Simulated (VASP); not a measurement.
Consider the following.

```xyz
2
Lattice="2.8600 0.0000 0.0000 0.0000 2.8600 0.0000 0.0000 0.0000 2.8600" Properties=species:S:1:pos:R:3 pbc="T T T"
Al     1.4300     1.4300     1.4300
Co     0.0000     0.0000     0.0000
```

Computed with RPBE GGA, VASP's PBE PAW potentials (set 64) (plane waves; VASP). Numerical set-up: 520 eV cut-off, 11×11×11 Γ-centred mesh, first-order Methfessel-Paxton smearing of 0.10 eV, potentials Al Co.

Task: The ions, cell shape and volume are relaxed. What does this cell relax into?

Result: 
```xyz
2
Lattice="2.8724 0.0000 0.0000 0.0000 2.8724 0.0000 0.0000 0.0000 2.8724" Properties=species:S:1:pos:R:3 pbc="T T T"
Al     1.4362     1.4362     1.4362
Co     0.0000     0.0000     0.0000
```
Space group Pm-3m (221), at a tolerance of 0.03 Å.

Task: How do energy and volume change from the first to the last step?

Result: The energy (σ→0) changes by -1.1 meV/atom and the volume by +1.3 %, in 3 ionic steps.

The compound is CoAl in the CsCl type structure. This run relaxes it. Symmetry was kept, so distortions that lower it aren't found. The run is not spin-polarised, so no magnetic state was tried.
